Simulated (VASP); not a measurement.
# AgCl (Chlorargyrite) with r2SCAN + rVV10: from relaxation to properties, part 2 of 5

Aim: relax AgCl (Chlorargyrite), then compute properties on the relaxed cell. The start is a cell from a database of measured crystal structures.

VASP 6.6.1; r2SCAN with rVV10; plane waves and PAW (Ag, Cl).

So far, gap on the k-mesh (eV): step 2 (relaxing cell and atoms (r2SCAN + rVV10)) 1.44. The relaxed cell has a = 5.496 Å (conventional setting).

The database entry behind the starting cell differs from later determinations by our own check (an axis about 1.4 % short against later determinations), so it need not match the best structure at ambient conditions.

### Step 3. Second relaxation

A relaxation keeps the plane waves of the cell it began with, so it is repeated from the new cell, on a basis made for it.

INCAR reads:

```
SYSTEM = AgCl
PREC = Accurate
ENCUT = 400
EDIFF = 1E-06
NELM = 100
ISMEAR = 0
SIGMA = 0.05
LREAL = .FALSE.
ALGO = Normal
METAGGA = R2SCAN
LUSE_VDW = .TRUE.
IVDW_NL = 2
BPARAM = 11.95
CPARAM = 0.0093
LASPH = .TRUE.
NBANDS = 15
LORBIT = 11
LWAVE = .FALSE.
LCHARG = .FALSE.
KPAR = 2
IBRION = 2
NSW = 60
ISIF = 3
EDIFFG = -0.01
```

POSCAR reads:

```
AgCl
1.0
    0.0000000000      2.7478564130      2.7478564130
    2.7478564130      0.0000000000      2.7478564130
    2.7478564130      2.7478564130      0.0000000000
Ag Cl
1 1
Direct
    0.0000000000      0.0000000000      0.0000000000
    0.5000000000      0.5000000000      0.5000000000
```

KPOINTS reads:

```
Automatic mesh
0
Gamma
7 7 7
0 0 0
```

PAW data sets: Ag and Cl (PBE family, release 64).

Run with:

```
$ mpirun -np 2 vasp_std
```

Output:

```text
[banner, memory and clock lines left out]
running    2 mpi-ranks, on    1 nodes
 distrk:  each k-point on    1 cores,    2 groups
 distr:  one band on    1 cores,    1 groups

 POSCAR found type information on POSCAR AgCl
 POSCAR found :  2 types and       2 ions
 [... a notice as in an earlier step ...]

 [... a notice as in an earlier step ...]

 LDA part: xc-table for (None), standard interpolation
 POSCAR, INCAR and KPOINTS ok, starting setup
 FFT: planning ... GRIDC
 FFT: planning ... GRID_SOFT
 FFT: planning ... GRID
 WAVECAR not read
 entering main loop
       N       E                     dE             d eps       ncg     rms          rms(c)
Total rVV10 correction in eV:      0.5283850    21.5737324
Total rVV10 correction in eV:      0.5283850    21.5737324
DAV:   1     0.573677258243E+02    0.57368E+02   -0.76351E+03   616   0.894E+02
DAV:   2    -0.301251612908E+02   -0.87493E+02   -0.81648E+02   754   0.210E+02
DAV:   3    -0.331456883359E+02   -0.30205E+01   -0.30152E+01   740   0.411E+01
DAV:   4    -0.331673850800E+02   -0.21697E-01   -0.21695E-01   754   0.373E+00
DAV:   5    -0.331677032085E+02   -0.31813E-03   -0.31812E-03   747   0.442E-01    0.707E+00
Total rVV10 correction in eV:      0.5277105    21.5737320
Total rVV10 correction in eV:      0.5277105    21.5737320
DAV:   6    -0.281632451935E+02    0.50045E+01   -0.37778E+00   607   0.211E+01    0.631E+00
Total rVV10 correction in eV:      0.5332129    21.5737320
Total rVV10 correction in eV:      0.5332129    21.5737320
DAV:   7    -0.281031043434E+02    0.60141E-01   -0.17452E-01   649   0.445E+00    0.401E+00
Total rVV10 correction in eV:      0.5417123    21.5737320
Total rVV10 correction in eV:      0.5417123    21.5737320
DAV:   8    -0.280915412984E+02    0.11563E-01   -0.11860E-01   663   0.408E+00    0.791E-01
Total rVV10 correction in eV:      0.5438852    21.5737320
Total rVV10 correction in eV:      0.5438852    21.5737320
DAV:   9    -0.280925306694E+02   -0.98937E-03   -0.42028E-03   775   0.722E-01    0.384E-01
Total rVV10 correction in eV:      0.5433525    21.5737320
Total rVV10 correction in eV:      0.5433525    21.5737320
DAV:  10    -0.280919092041E+02    0.62147E-03   -0.14605E-03   705   0.434E-01    0.139E-01
Total rVV10 correction in eV:      0.5429776    21.5737320
Total rVV10 correction in eV:      0.5429776    21.5737320
DAV:  11    -0.280918530690E+02    0.56135E-04   -0.62377E-04   775   0.213E-01    0.375E-02
Total rVV10 correction in eV:      0.5429880    21.5737320
Total rVV10 correction in eV:      0.5429880    21.5737320
DAV:  12    -0.280918525286E+02    0.54041E-06   -0.10591E-05   782   0.325E-02    0.243E-02
Total rVV10 correction in eV:      0.5431138    21.5737320
Total rVV10 correction in eV:      0.5431138    21.5737320
DAV:  13    -0.280918516863E+02    0.84231E-06   -0.24227E-05   698   0.553E-02    0.676E-03
Total rVV10 correction in eV:      0.5430980    21.5737320
Total rVV10 correction in eV:      0.5430980    21.5737320
DAV:  14    -0.280918513205E+02    0.36578E-06   -0.94269E-07   412   0.118E-02
Total rVV10 correction in eV:      0.5430831    21.5737320
Total rVV10 correction in eV:      0.5430831    21.5737320
Total rVV10 correction in eV:      0.5430917    21.5737320
Total rVV10 correction in eV:      0.5430917    21.5737320
   1 F= -.28091851E+02 E0= -.28091851E+02  d E =-.280919E+02
 curvature:   0.00 expect dE= 0.000E+00 dE for cont linesearch  0.000E+00
 trial: gam= 0.00000 g(F)=  0.662E-60 g(S)=  0.194E-04 ort = 0.000E+00 (trialstep = 0.100E+01)
 search vector abs. value=  0.194E-04
 reached required accuracy - stopping structural energy minimisation
```

Run time: 88 s. Hardware: 2 MPI ranks of AMD EPYC 7R43, shared host; peak memory 0.42 GiB; 2.8 min of CPU time.

Parts of OUTCAR (step 3):

```text
  LATTYP: Found a face centered cubic cell.
 ALAT       =     5.4957128260

The static configuration has the point symmetry O_h .

 Found     20 irreducible k-points:

   ENCUT  =  400.0 eV  29.40 Ry    5.42 a.u.   6.34  6.34  6.34*2*pi/ulx,y,z

   NELECT =      18.0000    total number of electrons

 E-fermi :   4.1196

 k-point     1 :       0.0000    0.0000    0.0000
  band No.  band energies     occupation
    ...
      5       1.3387      2.00000
      6       1.3387      2.00000
      7       1.3387      2.00000
      8       1.3920      2.00000
      9       1.3920      2.00000
     10       5.2546      0.00000
     11      15.1731      0.00000
     12      15.1731      0.00000
     13      15.1731      0.00000
     14      16.5026      0.00000
    ...

 k-point     2 :       0.1429    0.0000    0.0000
  band No.  band energies     occupation
    ...
      5       1.4131      2.00000
      6       1.4131      2.00000
      7       1.6511      2.00000
      8       2.3372      2.00000
      9       2.3372      2.00000
     10       6.1429      0.00000
     11      13.5139      0.00000
     12      14.7822      0.00000
     13      14.7822      0.00000
     14      16.5391      0.00000
    ...

  Total       -0.0163586     -0.0163586     -0.0163586      0.0000000      0.0000000      0.0000000
  in kB       -0.6316039     -0.6316039     -0.6316039      0.0000000      0.0000000      0.0000000
  external PRESSURE =      -0.6316039 kB  Pullay stress =       0.0000000 kB

 POSITION                                       TOTAL-FORCE (eV/Angst)
 -----------------------------------------------------------------------------------
      0.00000      0.00000      0.00000        -0.000000      0.000000      0.000000
      2.74786      2.74786      2.74786         0.000000     -0.000000     -0.000000
 -----------------------------------------------------------------------------------
    total drift:                                0.000000      0.000000      0.000000

  FREE ENERGIE OF THE ION-ELECTRON SYSTEM (eV)
  ---------------------------------------------------
  free  energy   TOTEN  =       -28.0918513205 eV

  energy  without entropy=      -28.0918513205  energy(sigma->0) =      -28.09185132

 total charge
# of ion       s       p       d       tot
------------------------------------------
    1        0.200   0.143   9.387   9.729
    2        1.609   3.511   0.000   5.119
--------------------------------------------------
tot          1.809   3.653   9.387  14.849

[... 6 parts as in an earlier step ...]

[... 6 further parts left out ...]
```

CONTCAR:

```
AgCl
   1.00000000000000
     0.0000000000000000    2.7478564130000001    2.7478564130000001
     2.7478564130000001    0.0000000000000000    2.7478564130000001
     2.7478564130000001    2.7478564130000001    0.0000000000000000
  Ag              Cl
     1     1
Direct
     0.0000000000000000    0.0000000000000000    0.0000000000000000
     0.5000000000000000    0.5000000000000000    0.5000000000000000
```

Little changed from the start: no atom moved by 0.005 Å and no cell edge by 0.1 %.

Numbers from this step:

| Item | Value |
| --- | --- |
| Fermi energy | 4.120 eV |
| pressure | -0.06316 GPa |
| SCF cycles over all ionic steps | 14 |

It ends with forces that vanish by symmetry and a pressure of -0.06 GPa. The volume moved by under 0.01 %: the run met its threshold at the first step.

### Step 4. Density, ELF and potential (r2SCAN + rVV10)

A single point on the relaxed cell gives a clean self-consistent state, with density, ELF and potential written out.

Changes to INCAR since step 3:

```diff
@@ -18,7 +18,5 @@
 LWAVE = .FALSE.
-LCHARG = .FALSE.
-KPAR = 2
-IBRION = 2
-NSW = 60
-ISIF = 3
-EDIFFG = -0.01
+LCHARG = .TRUE.
+ISIF = 2
+LELF = .TRUE.
+LVHAR = .TRUE.
```

POSCAR is that of step 3.

KPOINTS is that of step 3.

Run with:

```
$ mpirun -np 2 vasp_std
```

Output:

```text
[banner, memory and clock lines left out]
running    2 mpi-ranks, on    1 nodes
 distrk:  each k-point on    2 cores,    1 groups
 distr:  one band on    1 cores,    2 groups

 POSCAR found type information on POSCAR AgCl
 POSCAR found :  2 types and       2 ions
 [... a notice as in an earlier step ...]

 [... a notice as in an earlier step ...]

 LDA part: xc-table for (None), standard interpolation
|                                                                             |
|           W    W    AA    RRRRR   N    N  II  N    N   GGGG   !!!           |
|           W    W   A  A   R    R  NN   N  II  NN   N  G    G  !!!           |
|           W    W  A    A  R    R  N N  N  II  N N  N  G       !!!           |
|           W WW W  AAAAAA  RRRRR   N  N N  II  N  N N  G  GGG   !            |
|           WW  WW  A    A  R   R   N   NN  II  N   NN  G    G                |
|           W    W  A    A  R    R  N    N  II  N    N   GGGG   !!!           |
|                                                                             |
|     The number of bands has been changed from the values supplied in        |
|     The orbitals not found in the WAVECAR file will be initialized with     |
|     random numbers, which is usually adequate. For correlated               |
|     calculations, however, you should redo the groundstate calculation.     |
|     I found NBANDS = 15. Now, NBANDS = 16.                                  |
|                                                                             |

 POSCAR, INCAR and KPOINTS ok, starting setup
 FFT: planning ... GRIDC
 FFT: planning ... GRID_SOFT
 FFT: planning ... GRID
 WAVECAR not read
 entering main loop
       N       E                     dE             d eps       ncg     rms          rms(c)
Total rVV10 correction in eV:      0.5283850    21.5737324
DAV:   1     0.588769113915E+02    0.58877E+02   -0.74559E+03   656   0.830E+02
DAV:   2    -0.302641601550E+02   -0.89141E+02   -0.82811E+02   832   0.202E+02
DAV:   3    -0.331480231120E+02   -0.28839E+01   -0.28787E+01   768   0.387E+01
DAV:   4    -0.331674250072E+02   -0.19402E-01   -0.19400E-01   808   0.346E+00
DAV:   5    -0.331677039005E+02   -0.27889E-03   -0.27889E-03   792   0.398E-01    0.707E+00
Total rVV10 correction in eV:      0.5277103    21.5737320
DAV:   6    -0.281633603180E+02    0.50043E+01   -0.36599E+00   656   0.198E+01    0.632E+00
Total rVV10 correction in eV:      0.5332107    21.5737320
DAV:   7    -0.281031815963E+02    0.60179E-01   -0.17023E-01   728   0.415E+00    0.401E+00
Total rVV10 correction in eV:      0.5416716    21.5737320
DAV:   8    -0.280914564726E+02    0.11725E-01   -0.11354E-01   696   0.379E+00    0.805E-01
Total rVV10 correction in eV:      0.5438892    21.5737320
DAV:   9    -0.280925544356E+02   -0.10980E-02   -0.41001E-03   832   0.667E-01    0.393E-01
Total rVV10 correction in eV:      0.5432937    21.5737320
DAV:  10    -0.280918836685E+02    0.67077E-03   -0.16272E-03   736   0.438E-01    0.122E-01
Total rVV10 correction in eV:      0.5429686    21.5737320
DAV:  11    -0.280918543042E+02    0.29364E-04   -0.50036E-04   824   0.178E-01    0.379E-02
Total rVV10 correction in eV:      0.5429920    21.5737320
DAV:  12    -0.280918519052E+02    0.23991E-05   -0.12371E-05   768   0.362E-02    0.224E-02
Total rVV10 correction in eV:      0.5431117    21.5737320
DAV:  13    -0.280918514645E+02    0.44070E-06   -0.19245E-05   720   0.476E-02    0.606E-03
Total rVV10 correction in eV:      0.5430970    21.5737320
DAV:  14    -0.280918512671E+02    0.19738E-06   -0.73854E-07   384   0.978E-03
Total rVV10 correction in eV:      0.5430848    21.5737320
Total rVV10 correction in eV:      0.5430915    21.5737320
   1 F= -.28091851E+02 E0= -.28091851E+02  d E =-.602996E-15
```

The job ended after 87 s (2 MPI ranks; peak memory 0.29 GiB).

OUTCAR, selected parts (step 4):

```text
The static configuration has the point symmetry O_h .

 Found     20 irreducible k-points:

   k-points           NKPTS =     20   k-points in BZ     NKDIM =     20   number of bands    NBANDS=     16

   NELECT =      18.0000    total number of electrons

 E-fermi :   4.0774

 k-point     1 :       0.0000    0.0000    0.0000
  band No.  band energies     occupation
    ...
      5       1.3386      2.00000
      6       1.3386      2.00000
      7       1.3386      2.00000
      8       1.3920      2.00000
      9       1.3920      2.00000
     10       5.2545      0.00000
     11      15.1731      0.00000
     12      15.1731      0.00000
     13      15.1731      0.00000
     14      16.5026      0.00000
    ...

 k-point     2 :       0.1429    0.0000    0.0000
  band No.  band energies     occupation
    ...
      5       1.4130      2.00000
      6       1.4130      2.00000
      7       1.6510      2.00000
      8       2.3372      2.00000
      9       2.3372      2.00000
     10       6.1429      0.00000
     11      13.5139      0.00000
     12      14.7821      0.00000
     13      14.7821      0.00000
     14      16.5391      0.00000
    ...

  Total       -0.0152461     -0.0152461     -0.0152461      0.0000000      0.0000000     -0.0000000
  in kB       -0.5886491     -0.5886491     -0.5886491      0.0000000      0.0000000     -0.0000000
  external PRESSURE =      -0.5886491 kB  Pullay stress =       0.0000000 kB

  FREE ENERGIE OF THE ION-ELECTRON SYSTEM (eV)
  ---------------------------------------------------
  free  energy   TOTEN  =       -28.0918512671 eV

  energy  without entropy=      -28.0918512671  energy(sigma->0) =      -28.09185127

[... 9 parts as in an earlier step ...]

[... 5 further parts left out ...]
```

This step gave:

```
SCF cycles   : 14
bands        : 16
Fermi energy : 4.077 eV
pressure     : -0.05886 GPa
```

Valence electrons inside each PAW sphere by angular momentum. Sphere charges, by row:

```csv
atom,s (e),p (e),d (e),tot (e)
Ag1,0.2,0.143,9.387,9.729
Cl2,1.609,3.511,0,5.119
```

Valence density in the ac plane of the conventional cell at fractional y = 0.000, with atoms of Ag and Cl within 0.2 Å of it. It is the smooth field of the valence electrons, not physical close to the nuclei.

Values in e/Å³, 15 rows by 15 columns, each cell a mean:
```
5.9 3.4 1.0 0.3 0.3 0.9 1.6 1.1 1.4 1.3 0.5 0.2 0.5 2.2 5.0
2.6 1.5 0.5 0.2 0.2 0.5 1.1 1.5 1.3 0.8 0.3 0.1 0.3 0.9 2.2
0.6 0.4 0.2 0.1 0.1 0.2 0.4 0.6 0.5 0.3 0.1 0.1 0.1 0.3 0.5
0.2 0.2 0.1 0.1 0.1 0.1 0.2 0.3 0.2 0.1 0.1 0.1 0.1 0.1 0.2
0.6 0.4 0.2 0.1 0.1 0.2 0.4 0.6 0.5 0.2 0.1 0.1 0.1 0.3 0.5
1.4 1.1 0.5 0.2 0.2 0.5 1.5 2.4 2.0 0.8 0.2 0.1 0.3 0.8 1.3
1.2 1.6 0.9 0.3 0.3 1.1 3.5 5.8 4.7 2.0 0.5 0.2 0.5 1.3 1.4
0.6 1.6 1.0 0.3 0.3 1.3 4.3 7.2 5.8 2.4 0.6 0.3 0.6 1.5 1.1
1.5 1.4 0.7 0.2 0.2 0.8 2.6 4.3 3.5 1.5 0.4 0.2 0.4 1.1 1.6
1.0 0.7 0.3 0.1 0.1 0.3 0.8 1.3 1.1 0.5 0.2 0.1 0.2 0.5 0.9
0.4 0.3 0.1 0.1 0.1 0.1 0.2 0.3 0.3 0.2 0.1 0.1 0.1 0.2 0.3
0.3 0.2 0.1 0.1 0.1 0.1 0.2 0.3 0.3 0.2 0.1 0.1 0.1 0.2 0.3
1.2 0.7 0.3 0.1 0.1 0.3 0.7 1.0 0.9 0.5 0.2 0.1 0.2 0.5 1.0
4.0 2.3 0.7 0.2 0.3 0.7 1.4 1.6 1.6 1.1 0.4 0.2 0.4 1.5 3.4
7.0 4.0 1.2 0.3 0.4 1.0 1.5 0.6 1.2 1.4 0.6 0.2 0.6 2.6 5.9
```
Columns run along a (5.5 Å), rows up along c (5.5 Å), edges of the conventional cell, whose origin can differ from the input's. Atoms in or near the plane, at fractional coordinates: Ag at (0.00, 0.00), Ag at (0.50, 0.50), Cl at (0.50, 0.00), Cl at (0.00, 0.50).

Electrostatic potential energy in the ac plane of the conventional cell at fractional y = 0.000, with atoms of Ag and Cl within 0.2 Å of it. With pseudopotentials it is smooth inside the atoms' cores, unlike the true potential.

Ten even steps from '_' (-89 eV) to '@' (4 eV), each cell a mean:
```
::==##@@@@%%::__..++@@@@%%++--
++**%%@@@@@@##==++%%@@@@@@##++
%%@@@@@@@@@@@@@@@@@@@@@@@@@@%%
@@@@@@@@@@@@@@@@@@@@@@@@@@@@@@
@@@@@@@@@@@@@@%%%%@@@@@@@@@@@@
++##@@@@@@%%**++++##@@@@@@%%++
__--%%@@@@##==::--++%%@@@@++..
__::##@@@@**--::::++%%@@@@==__
..==%%@@@@##++--==**@@@@@@##::
##%%@@@@@@@@##**##%%@@@@@@@@%%
@@@@@@@@@@@@@@@@@@@@@@@@@@@@@@
@@@@@@@@@@@@@@@@@@@@@@@@@@@@@@
##%%@@@@@@@@%%##%%@@@@@@@@%%##
--++%%@@@@%%==::--##@@@@@@**==
::--##@@@@##..____++@@@@%%++::
```
Columns run along a (5.5 Å; values clipped at the 3rd and 97th percentile), rows up along c (5.5 Å), edges of the conventional cell, whose origin can differ from the input's. Atoms in or near the plane, at fractional coordinates: Ag at (0.00, 0.00), Ag at (0.50, 0.50), Cl at (0.50, 0.00), Cl at (0.00, 0.50).

ELF in the ac plane of the conventional cell at fractional y = 0.000, with atoms of Ag and Cl within 0.2 Å of it. It is the smooth field of the valence electrons, not physical close to the nuclei.

Ten even steps from '_' (0.00) to '@' (0.85), each cell a mean:
```
____::..++@@@@**%%@@##::::..__
..::::..==%%@@@@@@@@**....::..
::::..__::++##%%%%**--__....::
::....____..::::::..______..::
%%##++..__....::::..____--**##
@@@@%%--..::::....::....**@@@@
##@@@@==..::______..::::%%@@%%
++@@@@++..::______..::::%%@@**
%%@@@@==..::..____::..::##@@@@
@@@@##::....::::::::....++%%@@
++==::..__..........____::==++
....____..::==++==--..____....
::::..__::##@@@@@@%%++....::::
__..::..==@@@@@@@@@@##..::::__
____::..++@@%%++##@@%%::::..__
```
Columns run along a (5.5 Å), rows up along c (5.5 Å), edges of the conventional cell, whose origin can differ from the input's. Atoms in or near the plane, at fractional coordinates: Ag at (0.00, 0.00), Ag at (0.50, 0.50), Cl at (0.50, 0.00), Cl at (0.00, 0.50).

In this run the pressure is -0.06 GPa, small enough to go on.

(Continued in part 3 of 5.)

[Lines on the potential files, build, host, timing and source positions are cut from VASP's logs without a mark.]

[Logs are printed without paths, hosts, clocks, repeated set-up lines and the standing remarks that a program may print on its own settings, such as how far it seeks lower states.]

[Hosts, paths, dates, database ids (printed as entryN), source tags and the programs' standing remarks are cut or masked in the printed files.]

[A measured line is paired with the nearest computed mode of its activity, which favours agreement.]
